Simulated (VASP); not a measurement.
Here is a VASP 6.6.1 calculation.

POSCAR

```
InAs
1.0
    0.0000000000      3.0180000000      3.0180000000
    3.0180000000      0.0000000000      3.0180000000
    3.0180000000      3.0180000000      0.0000000000
In As
1 1
Direct
    0.0000000000      0.0000000000      0.0000000000
    0.2500000000      0.2500000000      0.2500000000
```

INCAR.step1

```
ALGO     = Normal         # electronic algorithm
EDIFF    = 1E-4           # SCF threshold, eV
ENCUT    = 600            # plane-wave cutoff, eV
GGA      = PE             # functional
ISMEAR   = 0              # smearing method
LASPH    = T              # aspherical terms in the spheres
LCHARG   = F              # write CHGCAR
LREAL    = F              # projectors in reciprocal space
LWAVE    = T              # write WAVECAR
NELM     = 100            # most SCF steps
PREC     = Accurate       # precision mode
SIGMA    = 0.01           # smearing width, eV
```

INCAR.step2

```
ALGO     = Normal         # electronic algorithm
EDIFF    = 1E-6           # SCF threshold, eV
EDIFFG   = -0.002         # ionic threshold
ENCUT    = 600            # plane-wave cutoff, eV
IBRION   = 2              # ionic algorithm
ISIF     = 3              # what is computed and relaxed
ISMEAR   = 0              # smearing method
ISTART   = 1            
LASPH    = T              # aspherical terms in the spheres
LCHARG   = F              # write CHGCAR
LMIXTAU  = T            
LREAL    = F              # projectors in reciprocal space
LWAVE    = F              # write WAVECAR
METAGGA  = R2SCAN         # meta-GGA
NELM     = 100            # most SCF steps
NSW      = 100            # ionic steps
PREC     = Accurate       # precision mode
SIGMA    = 0.01           # smearing width, eV
```

File KPOINTS:

```
k-points
0
Gamma
  10 10 10
```

Potentials or basis: VASP PAW PBE potentials, release 64 (In_d, As).

Launch:

```console
$ cat potpaw_PBE.64/In_d/POTCAR potpaw_PBE.64/As/POTCAR > POTCAR
$ cp INCAR.step1 INCAR
$ mpirun -np 1 vasp_std > vasp.out
$ cp INCAR.step2 INCAR
$ mpirun -np 1 vasp_std > vasp.out
```

Predict the relaxed cell.

a = 4.320 Å, b = 4.320 Å, c = 4.320 Å, α = 60.00°, β = 60.00°, γ = 60.00°.

Predict the relaxed volume.

28.50 Å³/atom.

The path:
```tsv
step	energy change (eV)	largest force (eV/Å)	pressure (GPa)	volume (Å³)
1	0.0000	0.0000	2.28	54.98
2	-0.0100	0.0000	-1.83	58.15
3	-0.0139	0.0000	-0.03	57.03
4	-0.0139	0.0000	0.02	56.99
5	-0.0139	0.0000	0.01	56.99
6	-0.0139	0.0000	0.02	56.99
7	-0.0139	0.0000	0.01	56.99
8	-0.0139	0.0000	0.01	56.99
9	-0.0139	0.0000	0.01	56.99
10	-0.0139	0.0000	0.01	56.99
11	-0.0139	0.0000	0.01	56.99
12	-0.0139	0.0000	0.01	56.99
13	-0.0139	0.0000	0.01	56.99
14	-0.0139	0.0000	0.02	56.99
15	-0.0139	0.0000	0.02	56.99
16	-0.0139	0.0000	0.03	57.00
17	-0.0139	0.0000	-0.01	57.01
```

Caveat: the PAW data sets were made with another functional, which shifts forces and pressure a little. Zero-point motion and thermal expansion aren't in these numbers.
